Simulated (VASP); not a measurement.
Here is a VASP 6.6.1 calculation.

File INCAR:

```
SYSTEM = InHICl
PREC = Accurate ; ENCUT = 520
EDIFF = 1E-7 ; ISMEAR = 0
SIGMA = 0.01 ; LREAL = .FALSE.
LASPH = .TRUE. ; NELM = 60
ALGO = Normal ; ISIF = 2
LWAVE = .FALSE. ; LCHARG = .FALSE.
GGA = PE ; IBRION = 2
NSW = 60 ; EDIFFG = -0.02
```

The input KPOINTS:

```
regular mesh
0
G
  1 1 1
  0 0 0
```

Contents of POSCAR:

```
InHICl
1.0
   12.0000000000      0.0000000000      0.0000000000
    0.0000000000     13.0000000000      0.0000000000
    0.0000000000      0.0000000000     11.0000000000
Cl In I H
1 1 1 1
Direct
    0.3784120000      0.5500750000      0.4384980000
    0.5510100000      0.5417950000      0.5321600000
    0.6223530000      0.3524910000      0.5675560000
    0.6229330000      0.6509160000      0.5676880000
```

Potentials or basis: VASP PAW PBE potentials, release 64 (Cl, In_d, I, H).

Run with:

```bash
$ cat potpaw_PBE.64/Cl/POTCAR potpaw_PBE.64/In_d/POTCAR potpaw_PBE.64/I/POTCAR potpaw_PBE.64/H/POTCAR > POTCAR
$ mpirun -np 1 vasp_gam > vasp.out
```

Problem. Predict the gap between the frontier levels.

Solution. 3.80 eV.

Problem. What does it give for the energy gained by relaxing?

Solution. 2.7 meV/atom.

The path:
```
step  energy change (eV)  largest force (eV/Å)  pressure (GPa)
   1              0.0000                0.3741            0.05
   2             -0.0083                0.1992            0.02
   3             -0.0083                0.2049            0.01
   4             -0.0105                0.0410            0.00
   5             -0.0106                0.0369            0.00
   6             -0.0107                0.0308            0.00
   7             -0.0108                0.0483            0.00
   8             -0.0108                0.0389            0.00
   9             -0.0110                0.0112            0.00
```

Caveat: spin-orbit coupling is left out, which moves the levels of the heavy elements.
